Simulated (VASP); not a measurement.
# LiTlF2: structure and properties in VASP, part 2 of 5

Aim: relax LiTlF2, then compute properties on the relaxed cell. The cell is invented: other elements were put on sites of a known structure type. It may not be a known or stable phase.

VASP 6.6.1, plane waves and PAW; the level of theory is named at each step.

So far, gap on the k-mesh (eV): step 2 (rough relaxation of the start cell) 1.82. The relaxed cell has a = 3.326, c = 18.300 Å (conventional setting).

## Step 3: Full relaxation (PBE)

Level of this step: PBE; plane waves and PAW (Li_sv, Tl_d, F); invented cell (VASP).

Properties are meant for the cell that this level of theory prefers, so cell and atoms are relaxed first (ISIF = 3) until forces and stress are small; EDIFFG sets the threshold.

The input, INCAR:

```
SYSTEM = LiTlF2
PREC = Accurate
ENCUT = 650
EDIFF = 1E-06
NELM = 100
ISMEAR = -1
SIGMA = 0.05
LREAL = .FALSE.
ALGO = Normal
GGA = PE
NBANDS = 21
LORBIT = 11
LWAVE = .FALSE.
LCHARG = .FALSE.
KPAR = 2
IBRION = 2
NSW = 60
ISIF = 3
EDIFFG = -0.01
```

The input, POSCAR:

```
LiTlF2
1.0
    1.6630540943      0.9601647256      6.0999251477
   -1.6630540943      0.9601647256      6.0999251477
    0.0000000000     -1.9203294615      6.0999251477
Li Tl F
1 1 2
Direct
    0.0000000000      0.0000000000      0.0000000000
    0.5000000000      0.5000000000      0.5000000000
    0.2742177851      0.2742177851      0.2742177851
    0.7257822149      0.7257822149      0.7257822149
```

The input, KPOINTS:

```
Automatic mesh
0
Gamma
8 8 8
0 0 0
```

Potentials, in the order of the species: Li_sv, Tl_d and F (PBE family, release 64).

Started as:

```console
$ mpirun -np 2 vasp_std
```

Output:

```text
[... set-up lines as in an earlier step ...]
 entering main loop
       N       E                     dE             d eps       ncg     rms          rms(c)
DAV:   1     0.211229940542E+03    0.21123E+03   -0.18085E+04  2730   0.166E+03
DAV:   2    -0.695388786944E+01   -0.21818E+03   -0.20973E+03  3300   0.358E+02
DAV:   3    -0.184459453715E+02   -0.11492E+02   -0.11420E+02  3270   0.754E+01
DAV:   4    -0.189727443108E+02   -0.52680E+00   -0.52605E+00  4067   0.129E+01
DAV:   5    -0.189765866067E+02   -0.38423E-02   -0.38416E-02  3190   0.127E+00    0.804E+00
DAV:   6    -0.166819950690E+02    0.22946E+01   -0.79168E+00  3205   0.261E+01    0.395E+00
DAV:   7    -0.165723342933E+02    0.10966E+00   -0.49673E-01  3340   0.531E+00    0.237E+00
DAV:   8    -0.164784335995E+02    0.93901E-01   -0.32663E-01  3315   0.421E+00    0.567E-01
DAV:   9    -0.164777718564E+02    0.66174E-03   -0.34107E-02  3210   0.110E+00    0.251E-01
DAV:  10    -0.164780619843E+02   -0.29013E-03   -0.48720E-03  3090   0.466E-01    0.685E-02
DAV:  11    -0.164779988757E+02    0.63109E-04   -0.10314E-03  3235   0.209E-01    0.276E-02
DAV:  12    -0.164780268498E+02   -0.27974E-04   -0.12976E-04  3045   0.681E-02    0.126E-02
DAV:  13    -0.164780205092E+02    0.63407E-05   -0.52053E-05  3354   0.432E-02    0.442E-03
DAV:  14    -0.164780206159E+02   -0.10671E-06   -0.37822E-06  2494   0.119E-02
   1 F= -.16478021E+02 E0= -.16478021E+02  d E =-.164780E+02
 curvature:   0.00 expect dE= 0.000E+00 dE for cont linesearch  0.000E+00
 trial: gam= 0.00000 g(F)=  0.183E-04 g(S)=  0.421E-04 ort = 0.000E+00 (trialstep = 0.100E+01)
 search vector abs. value=  0.603E-04
 bond charge predicted
       N       E                     dE             d eps       ncg     rms          rms(c)
DAV:   1    -0.164781354980E+02   -0.11499E-03   -0.11998E-02  2760   0.890E-01    0.581E-02
DAV:   2    -0.164781005084E+02    0.34990E-04   -0.19154E-04  3195   0.111E-01    0.334E-02
DAV:   3    -0.164780738602E+02    0.26648E-04   -0.34893E-05  3175   0.513E-02    0.567E-03
DAV:   4    -0.164780737443E+02    0.11599E-06   -0.34850E-06  3340   0.136E-02
   2 F= -.16478074E+02 E0= -.16478074E+02  d E =-.531284E-04
 ZBRENT: can't locate minimum, use default step
 trial-energy change:   -0.000053  1 .order   -0.000054   -0.000060   -0.000047
 step:   4.0000(harm=  4.4711)  dis= 0.00266  next Energy=   -16.478156 (dE=-0.135E-03)
 bond charge predicted
       N       E                     dE             d eps       ncg     rms          rms(c)
DAV:   1    -0.164787106455E+02   -0.63679E-03   -0.10815E-01  2745   0.267E+00    0.174E-01
DAV:   2    -0.164783918333E+02    0.31881E-03   -0.17294E-03  3165   0.334E-01    0.100E-01
DAV:   3    -0.164781482231E+02    0.24361E-03   -0.32604E-04  3180   0.157E-01    0.172E-02
DAV:   4    -0.164781468546E+02    0.13685E-05   -0.32160E-05  3335   0.412E-02    0.880E-03
DAV:   5    -0.164781473544E+02   -0.49984E-06   -0.91643E-07  2202   0.791E-03
   3 F= -.16478147E+02 E0= -.16478147E+02  d E =-.126739E-03
 curvature:  -2.19 expect dE=-0.954E-05 dE for cont linesearch -0.163E-05
 trial: gam=-0.03892 g(F)=  0.282E-06 g(S)=  0.407E-05 ort = 0.670E-05 (trialstep = 0.160E+01)
 search vector abs. value=  0.392E-05
 reached required accuracy - stopping structural energy minimisation
```

Wall time 5 min (2 MPI ranks of AMD EPYC 7R43, shared host); peak memory 0.89 GiB.

Parts of OUTCAR (step 3):

```text
  LATTYP: Found a trigonal (rhomboedric) cell.
 ALAT       =     6.3950568432
 COS(alpha) =     0.8647448131

The static configuration has the point symmetry D_3d.

 Found     65 irreducible k-points:

   k-points           NKPTS =     65   k-points in BZ     NKDIM =     65   number of bands    NBANDS=     21

   dimension x,y,z NGX =    54 NGY =   54 NGZ =   54
   dimension x,y,z NGXF=   108 NGYF=  108 NGZF=  108

   ENCUT  =  650.0 eV  47.77 Ry    6.91 a.u.  13.29 13.29 13.29*2*pi/ulx,y,z

   NELECT =      30.0000    total number of electrons

 E-fermi :   2.6922

 k-point     1 :       0.0000    0.0000    0.0000
  band No.  band energies     occupation
    ...
     11       0.0585      2.00000
     12       0.0585      2.00000
     13       0.1235      2.00000
     14       0.1739      2.00000
     15       0.1739      2.00000
     16       6.2339      0.00000
     17      10.2802      0.00000
     18      14.1044      0.00000
     19      14.1044      0.00000
     20      14.6025      0.00000
    ...

 k-point     2 :       0.1250    0.0000   -0.0000
  band No.  band energies     occupation
    ...
     11      -0.3293      2.00000
     12      -0.0148      2.00000
     13       0.1139      2.00000
     14       0.1734      2.00000
     15       0.6096      2.00000
     16       6.5712      0.00000
     17      10.5427      0.00000
     18      11.9077      0.00000
     19      13.5027      0.00000
     20      14.6905      0.00000
    ...

  Total        0.0126724      0.0126724      0.0040118      0.0000000     -0.0000000      0.0000000
  in kB        0.3474975      0.3474975      0.1100098      0.0000000     -0.0000000      0.0000000
  external PRESSURE =       0.2683349 kB  Pullay stress =       0.0000000 kB

  energy-cutoff  :      650.00
  volume of cell :       58.43
      direct lattice vectors                 reciprocal lattice vectors
     1.664849846  0.961201503  6.085250377     0.300327385  0.173394096  0.054777259
    -1.664849846  0.961201503  6.085250377    -0.300327385  0.173394096  0.054777259
     0.000000000 -1.922403017  6.085250377     0.000000000 -0.346788193  0.054777258

 POSITION                                       TOTAL-FORCE (eV/Angst)
 -----------------------------------------------------------------------------------
      0.00000      0.00000      0.00000         0.000000      0.000000     -0.000000
      0.00000     -0.00000      9.12788        -0.000000     -0.000000     -0.000000
      0.00000     -0.00000      5.00870         0.000000     -0.000000      0.001709
      0.00000     -0.00000     13.24705         0.000000      0.000000     -0.001709
 -----------------------------------------------------------------------------------
    total drift:                               -0.000000     -0.000000      0.000000

  FREE ENERGIE OF THE ION-ELECTRON SYSTEM (eV)
  ---------------------------------------------------
  free  energy   TOTEN  =       -16.4781473544 eV

  energy  without entropy=      -16.4781473531  energy(sigma->0) =      -16.47814735

 total charge
# of ion       s       p       d       tot
------------------------------------------
    1        2.003   0.027   0.000   2.030
    2        1.281   0.176   9.685  11.142
    3        1.732   4.329   0.000   6.061
    4        1.732   4.329   0.000   6.061
--------------------------------------------------
tot          6.747   8.861   9.685  25.294

[... 2 parts as in an earlier step ...]

[... 7 further parts left out ...]
```

Step by step:

```
step  energy less that of the first step (eV)  largest force (eV/Å)  pressure (GPa)  volume (Å³)
   1                                   0.0000                0.0138            0.00        58.44
   2                                  -0.0001                0.0106            0.01        58.44
   3                                  -0.0001                0.0017            0.03        58.43
```

```
conventional cell, symmetrised  before   after  change
                         a (Å)   3.326   3.330  +0.1 %
                         b (Å)   3.326   3.330  +0.1 %
                         c (Å)  18.300  18.256  -0.2 %
              volume (Å³/atom)   14.61   14.61  -0.0 %
```

The relaxed structure:

```cif
data_structure
_symmetry_space_group_name_H-M 'P 1'
_symmetry_Int_Tables_number 1
_cell_length_a 6.3817
_cell_length_b 6.3817
_cell_length_c 6.3817
_cell_angle_alpha 30.244
_cell_angle_beta 30.244
_cell_angle_gamma 30.244
_cell_volume 58.43
loop_
_atom_site_label
_atom_site_type_symbol
_atom_site_fract_x
_atom_site_fract_y
_atom_site_fract_z
_atom_site_occupancy
Li1 Li 0.00000 0.00000 0.00000 1
Tl2 Tl 0.50000 0.50000 0.50000 1
F3 F 0.27436 0.27436 0.27436 1
F4 F 0.72564 0.72564 0.72564 1
```

Numbers from this step:

| Property | Result |
| --- | --- |
| irreducible k-points | 65 |
| free energy (TOTEN) | -16.48 eV |
| Fermi energy | 2.692 eV |
| pressure | 0.02683 GPa |
| valence top at k | -0.125, 0.5, 0.125 |
| least direct gap at k | -0.25, 0.25, 0.25 |
| SCF cycles over all ionic steps | 23 |
| gap on the k-mesh | 1.767 eV |
| least direct gap on the k-mesh | 2.295 eV |

It ends with a largest force of 0.002 eV/Å and a pressure of 0.03 GPa.

(Part 2 of 5 ends here.)

[Lines on the potential files, build, host, timing and source positions are cut from VASP's logs without a mark.]

[Logs are printed without paths, hosts, clocks, repeated set-up lines and the standing remarks that a program may print on its own settings, such as how far it seeks lower states.]

[Hosts, paths, dates, database ids (printed as entryN), source tags and the programs' standing remarks are cut or masked in the printed files.]

[A measured line is paired with the nearest computed mode of its activity, which favours agreement.]
